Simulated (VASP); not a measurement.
A cell of CuAu (L1_0) near equilibrium:

```xyz
2
Lattice="2.8673 0.0000 0.0000 0.0000 2.8673 0.0000 0.0000 0.0000 3.5329" Properties=species:S:1:pos:R:3 pbc="T T T"
Cu     0.0000     0.0000     0.0000
Au     1.4337     1.4337     1.7665
```

Level of theory: r2SCAN meta-GGA, VASP's PBE PAW potentials (set 64) (plane waves; VASP).

```tsv
run	ΔE (meV/atom)	σxx	σyy	σzz	largest shear component, with its sign (GPa)	largest force (eV/Å)
as it is	0.0	0.69	0.69	0.06	0.00	0.000
after one change	67.9	4.69	4.69	2.68	0.00	1.369
```
Stress is in GPa, positive when the cell is compressed.

### Question
What was changed between the two runs?
A. atom 2 (Au) moved by 0.200 Å along z
B. biaxial strain of -1.0 % in the yz plane
C. uniaxial strain of -1.0 % along x
D. uniaxial strain of +1.0 % along y

### Answer
A, atom 2 (Au) moved by 0.200 Å along z

The compound is CuAu in the L1_0 structure.
